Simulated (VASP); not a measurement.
Wanted: the native input for a VASP 6.6.1 run.

- Task: single point
- Functional: PBE
- Potentials or basis: VASP PAW PBE potentials, release 64 (Tl_d, Ni, F)
- Cutoff: 520 eV
- k mesh: 9 × 9 × 6
- Occupations: fermi-dirac, width 0.1 eV
- Spin: no spin polarisation
- Dipole correction: no
- Further INCAR settings: ALGO = Fast; EDIFF = 1e-06; NBANDS = 34

The structure of TlNiF4 lies in POSCAR:

```
TlNiF4
1.0
    3.5903086600      0.0000000000      0.0000000000
    0.0000000000      3.5903086600      0.0000000000
    0.0000000000      0.0000000000      6.3101947800
Tl Ni F
1 1 4
Direct
    0.5000000000      0.5000000000      0.5000000000
    0.0000000000      0.0000000000      0.0000000000
    0.5000000000      0.0000000000      0.0000000000
    0.0000000000      0.5000000000      0.0000000000
    0.0000000000      0.0000000000      0.2737000000
    0.0000000000      0.0000000000      0.7263000000
```

The cell was built by a generator and needn't be a form met in nature.

These files were run (other wordings do the same):

INCAR

```
SYSTEM = TlNiF4
ALGO = Fast ; EDIFF = 1E-6
ENCUT = 520 ; GGA = PE
ISIF = 2 ; ISMEAR = -1
LASPH = .True. ; LCHARG = .False.
LREAL = .False. ; LWAVE = .False.
NBANDS = 34 ; NELM = 100
PREC = Accurate ; SIGMA = 0.1
```

KPOINTS

```
k-points
0
Gamma
  9 9 6
  0 0 0
```

Potentials or basis: VASP PAW PBE potentials, release 64 (Tl_d, Ni, F).

Run with:

```console
$ cat potpaw_PBE.64/Tl_d/POTCAR potpaw_PBE.64/Ni/POTCAR potpaw_PBE.64/F/POTCAR > POTCAR
$ mpirun -np 1 vasp_std > vasp.out
```

It gave:

| Property | Result |
| --- | --- |
| Pressure | 16.6 GPa |
| Largest force | 2.491 eV/Å |
| Band gap on the k mesh | none (metal or under the smearing width) |

Caveat: so large a pressure means that the cell lies far from this level's equilibrium, or that cutoff or potentials fall short; an odd number of electrons without spin polarisation forces a metal; a magnetic or distorted state may lie lower; the run has no spin polarisation, though such a crystal can be magnetic; semilocal functionals often make such compounds metallic where correlation or magnetic order opens a gap, which also shifts bond lengths.

Wall time 2.2 min on 1 thread of AMD EPYC 7R13 Processor (Zen 3), with other jobs on the host, peak memory 0.26 GiB.
